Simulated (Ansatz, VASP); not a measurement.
Given: the input of a run of Ansatz 0.2.0 on MgW.

File input.yaml:

```yaml
crystal:
  lattice:
    - [4.7109942807, 0.0, 0.0]
    - [0.0, 5.6974845361, 0.0]
    - [-0.0285246769, 0.0, 4.9525015856]
  atoms:
    - { symbol: W, position: [0.0, 0.182, 0.25] }
    - { symbol: W, position: [0.0, 0.818, 0.75] }
    - { symbol: Mg, position: [0.5, 0.68, 0.25] }
    - { symbol: Mg, position: [0.5, 0.32, 0.75] }
hamiltonian:
  xc: pbe
  pseudopotentials: { kind: paw }
kpoints:
  mp_grid: { grid: [6, 5, 6] }
scf:
  occupations: { method: fermi_dirac, width: 0.05 }
output:
  forces: true
  stress: true
  eigenvalues: true
```

Potentials or basis: Ansatz PAW.

Command:

```sh
$ ansatz run input.yaml --threads 2 --pin off --max-ram 5120MiB --backend cpu --events-out ev --progress --plain --runs-dir out
```

Translate it to VASP 6.6.1. Potentials there: VASP PAW PBE potentials, release 64 (W_sv, Mg).

As run (the cutoff follows the program's own potentials):

File INCAR:

```
PREC = Accurate
ENCUT = 520
EDIFF = 1E-7
ISMEAR = -1
SIGMA = 0.05
LREAL = F
LASPH = T
NELM = 100
ALGO = Normal
ISIF = 2
LWAVE = F
LCHARG = F
GGA = PE
NBANDS = 24
```

File KPOINTS:

```
regular mesh
0
Gamma
  6 5 6
```

The input POSCAR:

```
MgW
1.0
    4.7109942807      0.0000000000      0.0000000000
    0.0000000000      5.6974845361      0.0000000000
   -0.0285246769      0.0000000000      4.9525015856
W Mg
2 2
Direct
    0.0000000000      0.1820000000      0.2500000000
    0.0000000000      0.8180000000      0.7500000000
    0.5000000000      0.6800000000      0.2500000000
    0.5000000000      0.3200000000      0.7500000000
```

Potentials or basis: VASP PAW PBE potentials, release 64 (W_sv, Mg).

Command:

```sh
$ cat potpaw_PBE.64/W_sv/POTCAR potpaw_PBE.64/Mg/POTCAR > POTCAR
$ mpirun -np 1 vasp_std > vasp.out
```

Both were run:

|  | VASP | Ansatz | Ansatz less VASP |
| --- | --- | --- | --- |
| gap on the k mesh at the Fermi level (eV) | none | none | - |
| pressure (GPa) | -20.4 | -20.3 | +0.06 |
| largest component of the traceless stress (GPa) | 4.25 | 4.25 | 0.000 |
| rms of the force components (eV/Å) | 1.164 | 1.166 | +0.0024 |

Atom by atom the forces differ by 0.003 eV/Å (rms over components). A gap of «none» marks a metal or a gap that the smearing closes. The two sets of potentials don't hold the same shells in valence.

Caveats: forces of over 1 eV/Å show positions far from the minimum, so gaps and moduli don't describe the material at rest. Spin-orbit coupling is left out, which matters for the levels of W.
